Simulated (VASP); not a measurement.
CuCl (zinc blende): the band gap from VASP (plane waves, PAW) at several levels of theory. Gaps are without spin-orbit coupling. Each level names its cell: its own relaxed one, PBE's, or the starting one. A gap is the smallest over the k-mesh and a band path; hybrids may have named points in place of the path, and GW has the mesh alone.

```tsv
level	band gap (eV)	error against measurement (eV)
LDA (own cell)	0.66	-2.73
PBE (own cell)	0.53	-2.86
PBEsol (own cell)	0.55	-2.84
HSE06 (PBE cell)	2.34	-1.05
PBE0 (PBE cell)	3.04	-0.35
B3LYP (PBE cell)	2.65	-0.74
Hartree-Fock (PBE cell)	10.88	+7.49
```

Measured: 3.39 eV at 2 K (as given by arXiv:1206.3780).

The cell of the LDA (own cell) run:

Space group F-43m (No. 216); a = 5.2132 Å, b = 5.2132 Å, c = 5.2132 Å, α = 90.00°, β = 90.00°, γ = 90.00°

```json
[
 {"atom": "Cu", "site": "4a", "symmetry": "-43m", "x": "0.0000", "y": "0.0000", "z": "0.0000"},
 {"atom": "Cl", "site": "4d", "symmetry": "-43m", "x": "0.7500", "y": "0.7500", "z": "0.7500"}
]
```
(The calculation used a cell of 2 atoms; values per cell refer to that cell.)

Only levels that ran to the end are used. Left out are those held back, those with too coarse a band path, GW runs whose mesh misses a band edge, hybrids' fits of cells that aren't cubic and levels without matching references; a question may draw on a part of the rest.

The compound is CuCl in the zinc blende structure.
